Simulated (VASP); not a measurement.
The system is CdSb2O4.

```xyz
7
Lattice="-2.1500 2.1500 6.2000 2.1500 -2.1500 6.2000 2.1500 2.1500 -6.2000" Properties=species:S:1:pos:R:3 pbc="T T T"
Cd    0.0000    0.0000    0.0000
Sb    0.0000    0.0000    7.9980
Sb    0.0000    0.0000    4.4020
O     0.0000    2.1500    0.0000
O     2.1500    0.0000    0.0000
O     0.0000    0.0000   10.2300
O     0.0000    0.0000    2.1700
```

The cell was built by a generator and needn't be a form met in nature.

- Program: VASP 6.6.1
- Task: relaxation of cell and atoms
- Functional: PBE
- Potentials or basis: VASP PAW PBE potentials, release 64 (Cd, Sb, O)
- Cutoff: 520 eV
- k mesh: 5 × 5 × 5
- Occupations: gaussian, width 0.15 eV
- Spin: no spin polarisation

At the start: pressure -5.6 GPa; volume 16.38 Å³/atom.

Task: Where does the relaxation end?

Result: Over 13 steps the energy falls by 227.6 meV/atom and the volume is 16.49 Å³/atom (+0.7 %); space group I4/mmm (No. 139, to 0.05 Å).

Step by step:
```tsv
step	energy change (eV)	largest force (eV/Å)	pressure (GPa)	volume (Å³)
1	0.0000	3.4522	-5.61	114.64
2	-0.8992	1.6583	7.18	105.35
3	-0.9060	1.2977	5.66	105.98
4	-1.3222	1.5196	2.65	111.03
5	-1.3872	1.7856	1.86	113.86
6	-1.2653	1.8417	-6.45	119.33
7	-1.4704	0.2506	-1.98	115.85
8	-1.5750	0.1763	-0.50	114.59
9	-1.5871	0.3185	0.12	114.03
10	-1.5870	0.3488	0.30	113.98
11	-1.5781	0.7033	1.37	114.51
12	-1.5914	0.1136	0.71	114.18
13	-1.5933	0.0158	-0.38	115.40
```

Final structure:
```
Cd Sb O
1.0
    -2.22867    2.22867    5.80827
     2.22867   -2.22867    5.80827
     2.22867    2.22867   -5.80827
Cd Sb O
1 2 4
Direct
  0.00000 0.00000 0.00000
  0.63177 0.63177 0.00000
  0.36823 0.36823 0.00000
  0.50000 0.00000 0.50000
  0.00000 0.50000 0.50000
  0.79575 0.79575 0.00000
  0.20425 0.20425 0.00000
```
